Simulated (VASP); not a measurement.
Elastic constants (GPa) of a crystal from LDA (Ceperley-Alder, Perdew-Zunger), VASP's LDA PAW potentials (set 64) (VASP):

|  | xx | yy | zz | yz | xz | xy |
|---|---|---|---|---|---|---|
| xx | 177.7 | 97.3 | 80.9 | 0.0 | 0.0 | 0.0 |
| yy | 97.3 | 177.7 | 80.9 | 0.0 | 0.0 | 0.0 |
| zz | 80.9 | 80.9 | 212.6 | 0.0 | 0.0 | 0.0 |
| yz | 0.0 | 0.0 | 0.0 | 40.9 | 0.0 | 0.0 |
| xz | 0.0 | 0.0 | 0.0 | 0.0 | 40.9 | 0.0 |
| xy | 0.0 | 0.0 | 0.0 | 0.0 | 0.0 | 40.2 |

Finite-difference elastic constants of metals are sensitive to mesh and smearing; shear constants can be off by tens of GPa.

Question: Work out the Voigt, Reuss and Hill moduli, Young's modulus and Poisson's ratio.

Answer: All eigenvalues are positive (smallest 40.2 GPa), so the crystal is stable. K_V = (C11+C22+C33+2(C12+C13+C23))/9 = (568.0 + 2×259.1)/9 = 120.7 GPa; G_V = (568.0 − 259.1 + 3×122.0)/15 = 45.0 GPa. From the compliances, K_R = 120.5 GPa and G_R = 43.6 GPa. Hill: K = 120.6 GPa, G = 44.3 GPa, E = 9KG/(3K+G) = 118.4 GPa, ν = (3K−2G)/(2(3K+G)) = 0.336. K/G = 2.72, above Pugh's 1.75; universal anisotropy A^U = 0.16.

Question: With a density of 14.22 g/cm³, what are the mean sound speeds?

Answer: v_l = √((K+4G/3)/ρ) = 3.55 km/s and v_t = √(G/ρ) = 1.77 km/s. The crystal is Hf (hcp), hexagonal.

The compound is Hf in the hcp structure. It was relaxed first, which changed the volume by -6 %.
